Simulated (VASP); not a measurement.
All values below come from AM05 GGA, VASP's PBE PAW potentials (set 64) (plane waves; VASP).

Input for VASP

File POSCAR:
```
GaAs
1.0
  0.0000000000   2.7774330489   2.7774330489
  2.7774330489   0.0000000000   2.7774330489
  2.7774330489   2.7774330489   0.0000000000
Ga As
1 1
Cartesian
  0.0000000000   0.0000000000   0.0000000000
  1.3887165244   1.3887165244   1.3887165244
```

**INCAR**
```
# general
SYSTEM  = GaAs
PREC    = Accurate
ENCUT   = 520   # plane-wave cut-off (eV)
LREAL   = .FALSE.   # projection in real space or not
LASPH   = .TRUE.

# electronic loop
EDIFF   = 1E-7   # SCF stop (eV)
NELM    = 100   # most electronic steps
ALGO    = Normal   # blocked Davidson
LMAXMIX = 4   # l cut-off of mixed one-centre charges

# smearing
ISMEAR  = 0   # Gaussian
SIGMA   = 0.05   # width (eV)

# functional
GGA     = AM   # AM05

# ions
ISIF    = 2

# output
LWAVE   = .FALSE.
LCHARG  = .FALSE.
```

File KPOINTS:
```
Automatic mesh
0
Gamma
8 8 8
0 0 0
```

POTCAR, in this order: Ga_d As (PBE.64 set). Program: vasp_std.

Task: What will the output report for the number of irreducible k-points (NKPTS), largest plane-wave count, number of space-group operations, FFT grid (NGX, NGY, NGZ)?

Result: 
```json
{
  "number of irreducible k-points (NKPTS)": "29",
  "largest_plane_wave_count": "1174",
  "number_of_space_group_operations": "24",
  "FFT grid (NGX, NGY, NGZ)": "30 × 30 × 30"
}
```

The compound is GaAs in the zinc blende structure. This cell is one point of a volume scan, at 0.94 of the reference volume.
